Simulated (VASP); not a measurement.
**P (relaxed from the simple-cubic structure, space group Pm-3m): computed properties**

All values below come from PBEsol GGA, VASP's PBE PAW potentials (set 64) (plane waves; VASP).

```
Item                                                                                                       Value
----------------------------------  ----------------------------------------------------------------------------
space group                                                                                          Pm-3m (221)
cell                                a = 2.4228 Å, b = 2.4228 Å, c = 2.4228 Å, α = 90.00°, β = 90.00°, γ = 90.00°
volume per atom                                                                                    14.22 Å³/atom
band gap (over mesh and band path)                                      none (metal, semimetal or under 0.01 eV)
density                                                                                               3.62 g/cm³
```

```xyz
1
Lattice="2.4228 0.0000 0.0000 0.0000 2.4228 0.0000 0.0000 0.0000 2.4228" Properties=species:S:1:pos:R:3 pbc="T T T"
P      0.0000     0.0000     0.0000
```

The structure was generated: P was put into the simple-cubic type (Pm-3m), which need not be its known phase. It was relaxed first, which changed the volume by -13 %. Symmetry was kept, so distortions that lower it aren't found.
